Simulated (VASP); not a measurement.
# Shielding tensors and field gradients of AcClO, part 2 of 3

Aim: NMR shielding tensors and field gradients of AcClO. The cell has space group P4/nmm. The start is a cell from a database of measured crystal structures.

VASP 6.6.1, plane waves and PAW; the level of theory is named at each step.

So far. Step 2 (Ground state): The cell has a gap of 4.07 eV on this mesh and a pressure of -4.5 GPa, which holds the misfit of the given cell and coordinates with this functional, and any error of cutoff, mesh and data sets. Spin-orbit coupling is left out, which can shift or reorder these edges. Forces of up to 0.50 eV/Å remain in these settings, with PBE data sets under LDA.

The database entry behind the starting cell is an old determination (1949), so it need not match the best structure at ambient conditions.

**3. Shielding tensors**

This step: chemical shifts by linear response (GIPAW), LDA; plane waves and PAW (Ac, Cl, O) (VASP 6.6.1).

LCHIMAG computes the induced currents by linear response. It needs tightly converged orbitals and a cutoff well above the default; LEFG adds the field gradients at no cost.

Input file INCAR:

```
SYSTEM = AcClO
PREC = Accurate
ENCUT = 560
EDIFF = 1E-09
NELM = 100
ISMEAR = 0
SIGMA = 0.01
LREAL = .FALSE.
ALGO = Normal
GGA = CA
NBANDS = 30
LASPH = .TRUE.
LWAVE = .FALSE.
LCHARG = .FALSE.
KPAR = 8
LCHIMAG = .TRUE.
LEFG = .TRUE.
DQ = 0.001
ICHIBARE = 1
LNMR_SYM_RED = .TRUE.
```

Input file POSCAR:

```
AcClO
1.0
    4.2500000000      0.0000000000      0.0000000000
    0.0000000000      4.2500000000      0.0000000000
    0.0000000000      0.0000000000      7.0800000000
Ac Cl O
2 2 2
Direct
    0.5000000000      0.0000000000      0.8200000000
    0.0000000000      0.5000000000      0.1800000000
    0.5000000000      0.0000000000      0.3600000000
    0.0000000000      0.5000000000      0.6400000000
    0.5000000000      0.5000000000      0.0000000000
    0.0000000000      0.0000000000      0.0000000000
```

Input file KPOINTS:

```
Automatic mesh
0
Gamma
6 6 4
0 0 0
```

Potentials, in the order of the species: Ac, Cl and O (PBE family, release 64).

Launch:

```console
> mpirun -np 8 vasp_std
```

Output:

```text
[banner, memory and clock lines left out]
running    8 mpi-ranks, on    1 nodes
 distrk:  each k-point on    1 cores,    8 groups
 distr:  one band on    1 cores,    1 groups

 POSCAR found type information on POSCAR AcClO
 POSCAR found :  3 types and       6 ions
 [... a notice as in an earlier step ...]

 [... a notice as in an earlier step ...]

 LDA part: xc-table for (Slater(with rela. corr.)+CA(PZ))
 , standard interpolation
 POSCAR, INCAR and KPOINTS ok, starting setup
 FFT: planning ... GRIDC
 FFT: planning ... GRID_SOFT
 FFT: planning ... GRID
 WAVECAR not read
 entering main loop
       N       E                     dE             d eps       ncg     rms          rms(c)
DAV:   1     0.618746400287E+03    0.61875E+03   -0.20358E+04  1800   0.158E+03
DAV:   2     0.891852023765E+02   -0.52956E+03   -0.51681E+03  2088   0.418E+02
DAV:   3    -0.410575015560E+02   -0.13024E+03   -0.12766E+03  2860   0.179E+02
DAV:   4    -0.502592456519E+02   -0.92017E+01   -0.91513E+01  2792   0.541E+01
DAV:   5    -0.506347265288E+02   -0.37548E+00   -0.37484E+00  3096   0.105E+01    0.272E+01
DAV:   6    -0.449486424444E+02    0.56861E+01   -0.30111E+01  2142   0.304E+01    0.197E+01
DAV:   7    -0.450150723159E+02   -0.66430E-01   -0.52073E+00  2568   0.133E+01    0.961E+00
DAV:   8    -0.449404665771E+02    0.74606E-01   -0.11213E+00  2448   0.583E+00    0.187E+00
DAV:   9    -0.448905920386E+02    0.49875E-01   -0.31301E-01  2664   0.372E+00    0.406E-01
DAV:  10    -0.448948945414E+02   -0.43025E-02   -0.52847E-02  2464   0.126E+00    0.307E-01
DAV:  11    -0.448943989441E+02    0.49560E-03   -0.38684E-03  3080   0.379E-01    0.178E-01
DAV:  12    -0.448942062965E+02    0.19265E-03   -0.28035E-03  2184   0.285E-01    0.416E-02
DAV:  13    -0.448941907048E+02    0.15592E-04   -0.24831E-04  2496   0.117E-01    0.229E-02
DAV:  14    -0.448941899712E+02    0.73353E-06   -0.49727E-05  2384   0.375E-02    0.873E-03
DAV:  15    -0.448941895961E+02    0.37515E-06   -0.13763E-05  2792   0.229E-02    0.444E-03
DAV:  16    -0.448941894893E+02    0.10682E-06   -0.29433E-06  2376   0.994E-03    0.260E-03
DAV:  17    -0.448941894210E+02    0.68280E-07   -0.77884E-07  2744   0.599E-03    0.741E-04
DAV:  18    -0.448941894249E+02   -0.39431E-08   -0.89044E-08  2560   0.182E-03    0.702E-04
DAV:  19    -0.448941894201E+02    0.48176E-08   -0.97687E-08  2392   0.173E-03    0.325E-04
DAV:  20    -0.448941894184E+02    0.16676E-08   -0.19949E-08  2336   0.914E-04    0.491E-05
DAV:  21    -0.448941894184E+02    0.76852E-10   -0.14537E-09  1536   0.253E-04
ion   1
     0.0000000     0.0000000    -0.0000000     0.2669203    -0.0000000     0.0000000
     0.0000709     0.0000000    -0.0000000     0.2669203    -0.0000000     0.0000000
     0.0000976     0.0000000    -0.0000000     0.2669203    -0.0000000     0.0000000
     0.0001345     0.0000000    -0.0000000     0.2669203    -0.0000000     0.0000000
     0.0001852     0.0000000    -0.0000000     0.2669202    -0.0000000     0.0000000

     0.0000000     0.0000000    -0.0000000  -111.1131608    -0.0000000     0.0000000
     0.0000709     0.0000000    -0.0000000  -110.8696134    -0.0000000     0.0000000
     0.0000976     0.0000000    -0.0000000  -110.7615387    -0.0000000     0.0000000
     0.0001345     0.0000000    -0.0000000  -110.6016711    -0.0000000     0.0000000
     0.0001852     0.0000000    -0.0000000  -110.3662448    -0.0000000     0.0000000

ion   2
     0.0000000     0.0000000    -0.0000000     0.2669203    -0.0000000    -0.0000000
     0.0000709     0.0000000    -0.0000000     0.2669203    -0.0000000    -0.0000000
     0.0000976     0.0000000    -0.0000000     0.2669203    -0.0000000    -0.0000000
     0.0001345     0.0000000    -0.0000000     0.2669203    -0.0000000    -0.0000000
     0.0001852     0.0000000    -0.0000000     0.2669202    -0.0000000    -0.0000000

     0.0000000    -0.0000000     0.0000000  -111.1131608    -0.0000000     0.0000000
     0.0000709    -0.0000000     0.0000000  -110.8696134    -0.0000000     0.0000000
     0.0000976    -0.0000000     0.0000000  -110.7615387    -0.0000000     0.0000000
     0.0001345    -0.0000000     0.0000000  -110.6016711    -0.0000000     0.0000000
     0.0001852    -0.0000000     0.0000000  -110.3662448    -0.0000000     0.0000000

ion   3
     0.0000000     0.0000000    -0.0000000     0.6428310    -0.0000000     0.0000000
     0.0000382     0.0000000    -0.0000000     0.6428310    -0.0000000     0.0000000
     0.0000526     0.0000000    -0.0000000     0.6428310    -0.0000000     0.0000000
     0.0000724     0.0000000    -0.0000000     0.6428310    -0.0000000     0.0000000
     0.0000997     0.0000000    -0.0000000     0.6428310    -0.0000000     0.0000000

     0.0000000     0.0000000    -0.0000000     9.4211664    -0.0000000     0.0000000
     0.0000382     0.0000000    -0.0000000     9.4211325    -0.0000000     0.0000000
     0.0000526     0.0000000    -0.0000000     9.4211121    -0.0000000     0.0000000
     0.0000724     0.0000000    -0.0000000     9.4210781    -0.0000000     0.0000000
     0.0000997     0.0000000    -0.0000000     9.4210222    -0.0000000     0.0000000

ion   4
     0.0000000    -0.0000000    -0.0000000     0.6428310    -0.0000000     0.0000000
     0.0000382    -0.0000000    -0.0000000     0.6428310    -0.0000000     0.0000000
     0.0000526    -0.0000000    -0.0000000     0.6428310    -0.0000000     0.0000000
     0.0000724    -0.0000000    -0.0000000     0.6428310    -0.0000000     0.0000000
     0.0000997    -0.0000000    -0.0000000     0.6428310    -0.0000000     0.0000000

     0.0000000    -0.0000000    -0.0000000     9.4211664    -0.0000000     0.0000000
     0.0000382    -0.0000000    -0.0000000     9.4211325    -0.0000000     0.0000000
     0.0000526    -0.0000000    -0.0000000     9.4211121    -0.0000000     0.0000000
     0.0000724    -0.0000000    -0.0000000     9.4210781    -0.0000000     0.0000000
     0.0000997    -0.0000000    -0.0000000     9.4210222    -0.0000000     0.0000000

ion   5
     0.0000000    -0.0000000    -0.0000000    -1.0469728    -0.0000000     0.0000000
     0.0000293    -0.0000000    -0.0000000    -1.0469728    -0.0000000     0.0000000
     0.0000403    -0.0000000    -0.0000000    -1.0469728    -0.0000000     0.0000000
     0.0000555    -0.0000000    -0.0000000    -1.0469728    -0.0000000     0.0000000
     0.0000765    -0.0000000    -0.0000000    -1.0469728    -0.0000000     0.0000000

     0.0000000    -0.0000000    -0.0000000    -2.5420818    -0.0000000     0.0000000
     0.0000293    -0.0000000    -0.0000000    -2.5420812    -0.0000000     0.0000000
     0.0000403    -0.0000000    -0.0000000    -2.5420808    -0.0000000     0.0000000
[...]
RMM:   2    -0.178703178580E+03   -0.12620E+02   -0.44595E+01  3233   0.199E+01
RMM:   3    -0.180064712956E+03   -0.13615E+01   -0.47439E+00  3519   0.602E+00
RMM:   4    -0.180233036510E+03   -0.16832E+00   -0.34785E-01  3454   0.157E+00
RMM:   5    -0.180243658595E+03   -0.10622E-01   -0.39031E-02  3538   0.481E-01
RMM:   6    -0.180245042555E+03   -0.13840E-02   -0.36879E-03  3545   0.147E-01
RMM:   7    -0.180245163406E+03   -0.12085E-03   -0.46745E-04  3557   0.485E-02
RMM:   8    -0.180245181143E+03   -0.17738E-04   -0.51808E-05  3550   0.160E-02
RMM:   9    -0.180245183036E+03   -0.18927E-05   -0.75557E-06  3534   0.543E-03
RMM:  10    -0.180245183310E+03   -0.27438E-06   -0.79133E-07  3420   0.181E-03
RMM:  11    -0.180245183343E+03   -0.32379E-07   -0.12227E-07  2986   0.630E-04
RMM:  12    -0.180245183347E+03   -0.45341E-08   -0.14556E-08  2002   0.216E-04
RMM:  13    -0.180245183348E+03   -0.58651E-09   -0.19095E-09  1429   0.102E-04
BDIR= 3  IDIR= 1  IQ=  1
DAV:   1    -0.499188042321E+03   -0.49919E+03   -0.47128E-02  2096   0.106E+00
DAV:   2    -0.499188769063E+03   -0.72674E-03   -0.72674E-03  2800   0.492E-01
DAV:   3    -0.499188809865E+03   -0.40802E-04   -0.40801E-04  3194   0.931E-02
DAV:   4    -0.499188810714E+03   -0.84893E-06   -0.84913E-06  2900   0.127E-02
DAV:   5    -0.499188810752E+03   -0.37976E-07   -0.37824E-07  2922   0.230E-03
DAV:   6    -0.499188810755E+03   -0.27082E-08   -0.27158E-08  2204   0.447E-04
DAV:   7    -0.499188810755E+03   -0.19941E-09   -0.22174E-09  1578   0.152E-04
       N       E                     dE             d eps       ncg     rms
RMM:   1    -0.165971892544E+03   -0.16597E+03   -0.28864E+02  2550   0.795E+01
RMM:   2    -0.178638130997E+03   -0.12666E+02   -0.44786E+01  3232   0.200E+01
RMM:   3    -0.180013428601E+03   -0.13753E+01   -0.47953E+00  3522   0.603E+00
RMM:   4    -0.180183606897E+03   -0.17018E+00   -0.34845E-01  3463   0.157E+00
RMM:   5    -0.180194093287E+03   -0.10486E-01   -0.38493E-02  3543   0.478E-01
RMM:   6    -0.180195461547E+03   -0.13683E-02   -0.36938E-03  3559   0.148E-01
RMM:   7    -0.180195583370E+03   -0.12182E-03   -0.46925E-04  3584   0.486E-02
RMM:   8    -0.180195601117E+03   -0.17747E-04   -0.51673E-05  3583   0.160E-02
RMM:   9    -0.180195603012E+03   -0.18957E-05   -0.76260E-06  3559   0.544E-03
RMM:  10    -0.180195603284E+03   -0.27122E-06   -0.77630E-07  3465   0.180E-03
RMM:  11    -0.180195603316E+03   -0.31865E-07   -0.12109E-07  3039   0.628E-04
RMM:  12    -0.180195603320E+03   -0.44635E-08   -0.14311E-08  2022   0.215E-04
RMM:  13    -0.180195603321E+03   -0.57702E-09   -0.18664E-09  1471   0.102E-04
BDIR= 3  IDIR= 2  IQ= -1
DAV:   1    -0.499193471480E+03   -0.49919E+03   -0.43977E-02  2048   0.106E+00
DAV:   2    -0.499194195400E+03   -0.72392E-03   -0.72392E-03  2798   0.480E-01
DAV:   3    -0.499194240193E+03   -0.44793E-04   -0.44793E-04  3220   0.919E-02
DAV:   4    -0.499194240750E+03   -0.55726E-06   -0.55732E-06  2960   0.110E-02
DAV:   5    -0.499194240769E+03   -0.19507E-07   -0.19521E-07  2980   0.169E-03
DAV:   6    -0.499194240771E+03   -0.13511E-08   -0.13612E-08  2172   0.307E-04
DAV:   7    -0.499194240771E+03   -0.13193E-09   -0.11197E-09  1508   0.120E-04
       N       E                     dE             d eps       ncg     rms
RMM:   1    -0.167917349673E+03   -0.16792E+03   -0.29120E+02  2588   0.795E+01
RMM:   2    -0.179705949530E+03   -0.11789E+02   -0.38114E+01  3253   0.198E+01
RMM:   3    -0.180941074270E+03   -0.12351E+01   -0.44794E+00  3602   0.613E+00
RMM:   4    -0.181109259408E+03   -0.16819E+00   -0.34931E-01  3562   0.164E+00
RMM:   5    -0.181120189600E+03   -0.10930E-01   -0.34351E-02  3655   0.496E-01
RMM:   6    -0.181121533026E+03   -0.13434E-02   -0.37051E-03  3677   0.149E-01
RMM:   7    -0.181121646551E+03   -0.11352E-03   -0.38542E-04  3727   0.481E-02
RMM:   8    -0.181121663348E+03   -0.16797E-04   -0.56677E-05  3735   0.161E-02
RMM:   9    -0.181121665292E+03   -0.19434E-05   -0.69385E-06  3727   0.548E-03
RMM:  10    -0.181121665592E+03   -0.30002E-06   -0.10112E-06  3689   0.188E-03
RMM:  11    -0.181121665631E+03   -0.38699E-07   -0.12669E-07  3270   0.658E-04
RMM:  12    -0.181121665636E+03   -0.59166E-08   -0.20789E-08  2239   0.237E-04
RMM:  13    -0.181121665637E+03   -0.85191E-09   -0.25352E-09  1581   0.111E-04
BDIR= 3  IDIR= 2  IQ=  0
DAV:   1    -0.499186024806E+03   -0.49919E+03   -0.25391E-10  1440   0.164E-04
DAV:   2    -0.499186024806E+03   -0.87255E-10   -0.10005E-10  1440   0.919E-05
       N       E                     dE             d eps       ncg     rms
RMM:   1    -0.167909341243E+03   -0.16791E+03   -0.29126E+02  2588   0.795E+01
RMM:   2    -0.179704956740E+03   -0.11796E+02   -0.38154E+01  3253   0.198E+01
RMM:   3    -0.180940416273E+03   -0.12355E+01   -0.44804E+00  3602   0.613E+00
RMM:   4    -0.181108726499E+03   -0.16831E+00   -0.34872E-01  3556   0.164E+00
RMM:   5    -0.181119698341E+03   -0.10972E-01   -0.34502E-02  3643   0.496E-01
RMM:   6    -0.181121043057E+03   -0.13447E-02   -0.36864E-03  3664   0.149E-01
RMM:   7    -0.181121156206E+03   -0.11315E-03   -0.38391E-04  3672   0.480E-02
RMM:   8    -0.181121172949E+03   -0.16744E-04   -0.56081E-05  3669   0.160E-02
RMM:   9    -0.181121174877E+03   -0.19278E-05   -0.68790E-06  3670   0.547E-03
RMM:  10    -0.181121175175E+03   -0.29756E-06   -0.99783E-07  3596   0.187E-03
RMM:  11    -0.181121175213E+03   -0.38544E-07   -0.12551E-07  3196   0.660E-04
RMM:  12    -0.181121175219E+03   -0.59076E-08   -0.20815E-08  2209   0.237E-04
RMM:  13    -0.181121175220E+03   -0.85384E-09   -0.25181E-09  1549   0.111E-04
BDIR= 3  IDIR= 2  IQ=  1
DAV:   1    -0.499177009399E+03   -0.49918E+03   -0.44009E-02  2072   0.106E+00
DAV:   2    -0.499177736596E+03   -0.72720E-03   -0.72720E-03  2814   0.481E-01
DAV:   3    -0.499177780332E+03   -0.43735E-04   -0.43736E-04  3210   0.909E-02
DAV:   4    -0.499177781062E+03   -0.73013E-06   -0.73000E-06  2976   0.119E-02
DAV:   5    -0.499177781077E+03   -0.15272E-07   -0.15093E-07  2962   0.162E-03
DAV:   6    -0.499177781078E+03   -0.85754E-09   -0.97859E-09  2204   0.284E-04
       N       E                     dE             d eps       ncg     rms
RMM:   1    -0.167975283416E+03   -0.16798E+03   -0.29206E+02  2591   0.795E+01
RMM:   2    -0.179706555140E+03   -0.11731E+02   -0.38049E+01  3253   0.197E+01
RMM:   3    -0.180938787211E+03   -0.12322E+01   -0.44670E+00  3601   0.611E+00
RMM:   4    -0.181106603662E+03   -0.16782E+00   -0.34675E-01  3562   0.163E+00
RMM:   5    -0.181117443714E+03   -0.10840E-01   -0.33967E-02  3651   0.493E-01
RMM:   6    -0.181118767537E+03   -0.13238E-02   -0.36670E-03  3675   0.149E-01
RMM:   7    -0.181118881405E+03   -0.11387E-03   -0.38496E-04  3725   0.480E-02
RMM:   8    -0.181118898152E+03   -0.16747E-04   -0.56118E-05  3728   0.160E-02
RMM:   9    -0.181118900085E+03   -0.19327E-05   -0.69183E-06  3727   0.547E-03
RMM:  10    -0.181118900383E+03   -0.29792E-06   -0.99285E-07  3684   0.186E-03
RMM:  11    -0.181118900420E+03   -0.37928E-07   -0.12452E-07  3266   0.652E-04
RMM:  12    -0.181118900426E+03   -0.58217E-08   -0.20472E-08  2230   0.234E-04
RMM:  13    -0.181118900427E+03   -0.83617E-09   -0.24827E-09  1577   0.110E-04
       N       E                     dE             d eps       ncg     rms
RLQ:   1    -0.197523382078E+01   -0.19752E+01   -0.32695E+01  1748   0.689E+01
RLQ:   2    -0.277943293448E+01   -0.80420E+00   -0.10277E+00  2785   0.338E+00
RLQ:   3    -0.281613959296E+01   -0.36707E-01   -0.10105E-01  3179   0.725E-01
RLQ:   4    -0.281885422677E+01   -0.27146E-02   -0.61891E-03  3221   0.170E-01
RLQ:   5    -0.281902817029E+01   -0.17394E-03   -0.62622E-04  3333   0.548E-02
RLQ:   6    -0.281905503904E+01   -0.26869E-04   -0.62011E-05  3310   0.158E-02
RLQ:   7    -0.281905729046E+01   -0.22514E-05   -0.89089E-06  3285   0.538E-03
RLQ:   8    -0.281905767195E+01   -0.38149E-06   -0.79782E-07  2885   0.166E-03
RLQ:   9    -0.281905770462E+01   -0.32668E-07   -0.13295E-07  2424   0.595E-04
RLQ:  10    -0.281905771084E+01   -0.62177E-08   -0.12758E-08  1793   0.209E-04
RLQ:  11    -0.281905771145E+01   -0.61787E-09   -0.30868E-09  1367   0.106E-04
```

It took 13 min on 8 MPI ranks of AMD EPYC 7R43, shared host; peak memory 7.1 GiB; 1.7 h of CPU time.

(Part 2 of 3 ends here.)

[Lines on the potential files, build, host, timing and source positions are cut from VASP's logs without a mark.]

[Logs are printed without paths, hosts, clocks, repeated set-up lines and the standing remarks that a program may print on its own settings, such as how far it seeks lower states.]

[Hosts, paths, dates, database ids (printed as entryN), source tags and the programs' standing remarks are cut or masked in the printed files.]
